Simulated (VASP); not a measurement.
A VASP calculation is set up with these files.

**KPOINTS**
```
Regular mesh
0
gamma
 9 9 9
0 0 0
```

File POSCAR:
```
Mg2Sn
1
    0.0000000000     3.3341070010     3.3341070010
    3.3341070010     0.0000000000     3.3341070010
    3.3341070010     3.3341070010     0.0000000000
Mg Sn
2 1
Direct
  0.2500000000   0.2500000000   0.2500000000
  0.7500000000   0.7500000000   0.7500000000
  0.0000000000   0.0000000000   0.0000000000
```

**INCAR**
```
SYSTEM = Mg2Sn
PREC = Accurate
ENCUT = 520
EDIFF = 1E-7
NELM = 100
ALGO = Normal
LREAL = .FALSE.
LASPH = .TRUE.
ISMEAR = 1
SIGMA = 0.1
GGA = PE
LMAXMIX = 4
LWAVE = .FALSE.
LCHARG = .FALSE.
ISIF = 2
```

POTCAR, in this order: Mg Sn_d (PBE.64 set). Program: vasp_std.

Question: Translate this PBE calculation to Quantum ESPRESSO's pw.x.

Answer: One equivalent input (not run):
```
&CONTROL
  calculation = 'scf'
  pseudo_dir = './pseudo'
  outdir = './out'
  tprnfor = .true.
  tstress = .true.
/
&SYSTEM
  ibrav = 0
  nat = 3
  ntyp = 2
  ecutwfc = 84
  occupations = 'smearing'
  smearing = 'methfessel-paxton'
  degauss = 0.00735
  input_dft = 'pbe'
/
&ELECTRONS
  conv_thr = 7.3e-09
  electron_maxstep = 100
/
ATOMIC_SPECIES
  Mg 24.305 Mg.upf
  Sn 118.710 Sn.upf
CELL_PARAMETERS angstrom
     0.0000000    3.3341070    3.3341070
     3.3341070    0.0000000    3.3341070
     3.3341070    3.3341070    0.0000000
ATOMIC_POSITIONS crystal
  Mg   0.2500000  0.2500000  0.2500000
  Mg   0.7500000  0.7500000  0.7500000
  Sn   0.0000000  0.0000000  0.0000000
K_POINTS automatic
  9 9 9 0 0 0
```
The two are equivalent in intent, not identical: the potentials are each code's own (VASP's PAW set, PseudoDojo norm-conserving files in pw.x), so ENCUT and ecutwfc are chosen apart and not converted; conv_thr bounds pw.x's estimated SCF error, while EDIFF bounds the energy change between steps.

The compound is Mg2Sn in the antifluorite structure. This cell is one point of a volume scan, at 0.94 of the reference volume.
